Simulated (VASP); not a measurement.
These are r2SCAN meta-GGA, VASP's PBE PAW potentials (set 64) (plane waves; VASP 6.6.1) values and carry that method's errors.

VASP ran on this input.

INCAR:
```
SYSTEM=Cd2SeS
PREC=Accurate; ENCUT=530; LREAL=F
LASPH=T
EDIFF=1E-7; NELM=100; ALGO=Normal
LMAXMIX=4; LMIXTAU=T
ISMEAR=0; SIGMA=0.05
METAGGA=R2SCAN
IBRION=6; NSW=1; ISIF=3
POTIM=0.015; NFREE=2
LWAVE=F; LCHARG=F
```

File POSCAR:
```
Cd2SeS
6.9204650
  0.6136014393   0.0000000000   0.0000000000
 -0.3068007196   0.5313944236   0.0000000000
  0.0000000000   0.0000000000   1.0000000431
Cd Se S
2 1 1
direct
  0.0000000000   0.0000000000   0.4896784230
  0.3333330000   0.6666670000   0.0101428237
  0.3333330000   0.6666670000   0.6262842343
  0.0000000000   0.0000000000   0.1218945190
```

File KPOINTS:
```
kpoints
0
Gamma
 6 6 3
```

POTCAR, in this order: Cd Se S (PBE.64 set). Program: vasp_std.

What VASP printed:

OSZICAR:
```
       N       E                     dE             d eps       ncg     rms          rms(c)
DAV:   1     0.180867289800E+03    0.18087E+03   -0.17694E+04   748   0.153E+03
DAV:   2    -0.625385059711E+02   -0.24341E+03   -0.23861E+03   826   0.357E+02
DAV:   3    -0.755197527540E+02   -0.12981E+02   -0.12939E+02   898   0.821E+01
DAV:   4    -0.756411754576E+02   -0.12142E+00   -0.12137E+00   856   0.800E+00
DAV:   5    -0.756427673375E+02   -0.15919E-02   -0.15918E-02   910   0.886E-01    0.968E+00
DAV:   6    -0.689716349576E+02    0.66711E+01   -0.70512E+00   862   0.362E+01    0.109E+01
DAV:   7    -0.667922506636E+02    0.21794E+01   -0.76536E-01   748   0.921E+00    0.796E+00
DAV:   8    -0.675841465244E+02   -0.79190E+00   -0.64452E-01   748   0.844E+00    0.952E-01
DAV:   9    -0.647157153233E+02    0.28684E+01   -0.12966E+00   754   0.818E+00    0.101E+00
DAV:  10    -0.650421581454E+02   -0.32644E+00   -0.12661E-01   772   0.290E+00    0.824E-01
DAV:  11    -0.650418636790E+02    0.29447E-03   -0.13161E-03   940   0.267E-01    0.810E-01
DAV:  12    -0.650079118223E+02    0.33952E-01   -0.18357E-03   772   0.417E-01    0.927E-01
DAV:  13    -0.653363618442E+02   -0.32845E+00   -0.18667E-01   760   0.288E+00    0.680E-01
DAV:  14    -0.655696617848E+02   -0.23330E+00   -0.12329E-01   838   0.265E+00    0.889E-01
DAV:  15    -0.655724748605E+02   -0.28131E-02   -0.14179E-02   832   0.878E-01    0.867E-01
DAV:  16    -0.655485017369E+02    0.23973E-01   -0.59846E-03   772   0.679E-01    0.487E-01
DAV:  17    -0.655481042228E+02    0.39751E-03   -0.16354E-02   820   0.731E-01    0.180E-01
DAV:  18    -0.655583484153E+02   -0.10244E-01   -0.47305E-03   754   0.576E-01    0.217E-01
DAV:  19    -0.655646791413E+02   -0.63307E-02   -0.11891E-03   766   0.250E-01    0.260E-01
DAV:  20    -0.655715316439E+02   -0.68525E-02   -0.41507E-03   748   0.481E-01    0.236E-01
DAV:  21    -0.655720261109E+02   -0.49447E-03   -0.15810E-03   886   0.248E-01    0.500E-02
DAV:  22    -0.655722815382E+02   -0.25543E-03   -0.23753E-04   808   0.104E-01    0.430E-02
DAV:  23    -0.655721939325E+02    0.87606E-04   -0.12960E-05   784   0.300E-02    0.551E-02
DAV:  24    -0.655723022523E+02   -0.10832E-03   -0.32257E-05   778   0.468E-02    0.721E-02
DAV:  25    -0.655723541456E+02   -0.51893E-04   -0.53970E-05   748   0.583E-02    0.463E-02
DAV:  26    -0.655723538147E+02    0.33081E-06   -0.21364E-05   864   0.288E-02    0.244E-02
DAV:  27    -0.655723588244E+02   -0.50097E-05   -0.94476E-06   802   0.179E-02    0.269E-02
DAV:  28    -0.655723584687E+02    0.35571E-06   -0.98634E-07   882   0.112E-02    0.176E-02
DAV:  29    -0.655723581091E+02    0.35959E-06   -0.43438E-07   762   0.532E-03    0.136E-02
DAV:  30    -0.655723578526E+02    0.25656E-06   -0.34933E-07   712   0.420E-03    0.977E-03
DAV:  31    -0.655723576211E+02    0.23149E-06   -0.34334E-07   648   0.462E-03    0.403E-03
DAV:  32    -0.655723577156E+02   -0.94564E-07   -0.52944E-08   398   0.185E-03
   1 F= -.65572358E+02 E0= -.65572358E+02  d E =-.302464E-14
 Found     8 degrees of freedom:
 Adding 6 more for cell shape distortion
```

### OUTCAR
```
------------------------ aborting loop because EDIFF is reached ----------------------------------------
  FORCE on cell =-STRESS in cart. coord.  units (eV):
  Direction    XX          YY          ZZ          XY          YZ          ZX
  --------------------------------------------------------------------------------------
  Total        0.2765288      0.2765288      0.3162654     -0.0000000      0.0000000      0.0000000
  in kB        4.0996020      4.0996018      4.6887058     -0.0000000      0.0000000      0.0000000
  external PRESSURE =       4.2959699 kB  Pullay stress =       0.0000000 kB
  volume of cell :      108.07
      direct lattice vectors                 reciprocal lattice vectors
     4.246407285  0.000000000  0.000000000     0.235493191  0.135962060  0.000000000
    -2.123203642  3.677496509  0.000000000     0.000000000  0.271924119  0.000000000
     0.000000000  0.000000000  6.920465298     0.000000000  0.000000000  0.144498954
 POSITION                                       TOTAL-FORCE (eV/Angst)
 -----------------------------------------------------------------------------------
      0.00000      0.00000      3.38880        -0.000000      0.000000     -0.011518
     -0.00000      2.45167      0.07019         0.000000      0.000000      0.017460
     -0.00000      2.45167      4.33418         0.000000     -0.000000      0.010438
      0.00000      0.00000      0.84357        -0.000000      0.000000     -0.016379
 -----------------------------------------------------------------------------------
    total drift:                                0.001490     -0.000860     -0.000052
  FREE ENERGIE OF THE ION-ELECTRON SYSTEM (eV)
  ---------------------------------------------------
  free  energy   TOTEN  =       -65.5723577156 eV

  energy  without entropy=      -65.5723577156  energy(sigma->0) =      -65.57235772
```
(Selected blocks of OUTCAR.)

stdout:
```
...
DAV:  17    -0.655481042228E+02    0.39751E-03   -0.16354E-02   820   0.731E-01    0.180E-01
DAV:  18    -0.655583484153E+02   -0.10244E-01   -0.47305E-03   754   0.576E-01    0.217E-01
DAV:  19    -0.655646791413E+02   -0.63307E-02   -0.11891E-03   766   0.250E-01    0.260E-01
DAV:  20    -0.655715316439E+02   -0.68525E-02   -0.41507E-03   748   0.481E-01    0.236E-01
DAV:  21    -0.655720261109E+02   -0.49447E-03   -0.15810E-03   886   0.248E-01    0.500E-02
DAV:  22    -0.655722815382E+02   -0.25543E-03   -0.23753E-04   808   0.104E-01    0.430E-02
DAV:  23    -0.655721939325E+02    0.87606E-04   -0.12960E-05   784   0.300E-02    0.551E-02
DAV:  24    -0.655723022523E+02   -0.10832E-03   -0.32257E-05   778   0.468E-02    0.721E-02
DAV:  25    -0.655723541456E+02   -0.51893E-04   -0.53970E-05   748   0.583E-02    0.463E-02
DAV:  26    -0.655723538147E+02    0.33081E-06   -0.21364E-05   864   0.288E-02    0.244E-02
DAV:  27    -0.655723588244E+02   -0.50097E-05   -0.94476E-06   802   0.179E-02    0.269E-02
DAV:  28    -0.655723584687E+02    0.35571E-06   -0.98634E-07   882   0.112E-02    0.176E-02
DAV:  29    -0.655723581091E+02    0.35959E-06   -0.43438E-07   762   0.532E-03    0.136E-02
DAV:  30    -0.655723578526E+02    0.25656E-06   -0.34933E-07   712   0.420E-03    0.977E-03
DAV:  31    -0.655723576211E+02    0.23149E-06   -0.34334E-07   648   0.462E-03    0.403E-03
DAV:  32    -0.655723577156E+02   -0.94564E-07   -0.52944E-08   398   0.185E-03
   1 F= -.65572358E+02 E0= -.65572358E+02  d E =-.302464E-14
 Found     8 degrees of freedom:
 Adding 6 more for cell shape distortion
 Finite differences POTIM= 0.01500 DOF=  14

 -----------------------------------------------------------------------------
|                                                                             |
|     EEEEEEE  RRRRRR   RRRRRR   OOOOOOO  RRRRRR      ###     ###     ###     |
|     E        R     R  R     R  O     O  R     R     ###     ###     ###     |
|     E        R     R  R     R  O     O  R     R     ###     ###     ###     |
|     EEEEE    RRRRRR   RRRRRR   O     O  RRRRRR       #       #       #      |
|     E        R   R    R   R    O     O  R   R                               |
|     E        R    R   R    R   O     O  R    R      ###     ###     ###     |
|     EEEEEEE  R     R  R     R  OOOOOOO  R     R     ###     ###     ###     |
|                                                                             |
|     RE_READ_KPOINTS: the new IBZ does not contain all k-points of the       |
|     original IBZ.                                                           |
|                                                                             |
|     ... try setting KBLOWUP=.FALSE.                                         |
|     ... as a last resort: switch off symmetry                               |
|                                                                             |
|       ---->  I REFUSE TO CONTINUE WITH THIS SICK JOB ... BYE!!! <----       |
|                                                                             |
 -----------------------------------------------------------------------------
```

VASP stops with an error: RE_READ_KPOINTS: the new IBZ does not contain all k-points of the original IBZ. ... try setting KBLOWUP=.FALSE. ... as a last resort: switch off symmetry ----> I REFUSE TO CONTINUE WITH THIS SICK JOB ... BYE!!! <----

The structure comes from a computed database's Cd2SeS entry (P3m1); how it stands against other phases isn't given here. It was relaxed first.
